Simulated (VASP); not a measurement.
The system is Zn4TeO3.

```
Te Zn O
1.0
     3.37098    0.00000    0.00000
     0.00000    3.64425    5.17965
     0.00000   -3.64425    5.17965
Te Zn O
1 4 3
Direct
  0.50000 0.36432 0.36432
  0.00000 0.55264 0.55264
  0.50000 0.52851 0.93788
  0.50000 0.93788 0.52851
  0.00000 0.99498 0.99498
  0.50000 0.87437 0.87437
  0.00000 0.87473 0.37256
  0.00000 0.37256 0.87473
```

The cell comes from a database or a generator and needn't be the stable form of this composition.

```yaml
Program: VASP 6.6.1
Task: single point
Functional: PBE
Potentials_or_basis: VASP PAW PBE potentials, release 64 (Te, Zn, O)
Cutoff: 520 eV
k_mesh: 8 × 5 × 5
Occupations: fermi-dirac, width 0.05 eV
Spin: no spin polarisation
```

On this cell: pressure 0.1 GPa; largest force 0.270 eV/Å; band gap on the k mesh none (metal or under the smearing width).

The same run follows on a disturbed copy (atoms moved at random, drawn with an rms of 0.05 Å):

```
Te Zn O
1.0
     3.37098    0.00000    0.00000
     0.00000    3.64425    5.17965
     0.00000   -3.64425    5.17965
Te Zn O
1 4 3
Direct
  0.49415 0.35310 0.36879
  0.99898 0.54481 0.55835
  0.50516 0.52649 0.93999
  0.49591 0.93910 0.53372
  0.99878 0.99215 0.98554
  0.49090 0.87287 0.87840
  0.99810 0.87075 0.37666
  0.01424 0.38750 0.87121
```

Problem. What does the disturbed cell give?

Solution. The energy (extrapolated to zero smearing) moves by +11.3 meV/atom; pressure 1.5 GPa; largest force 1.131 eV/Å; band gap on the k mesh none (metal or under the smearing width).

Forces in eV/Å, atoms in the order of the input:
```
Te   0.098  0.565  0.486
Zn  -0.073  0.989 -0.544
Zn   0.176 -0.232  0.325
Zn   0.028 -0.071 -0.597
Zn  -0.096 -0.285  0.323
O    0.197  0.034 -0.075
O   -0.043 -0.312  0.053
O   -0.288 -0.688  0.028
```

Stress tensor (GPa, compression positive):
```
2.40 0.02 0.05
0.02 1.80 0.03
0.05 0.03 0.33
```
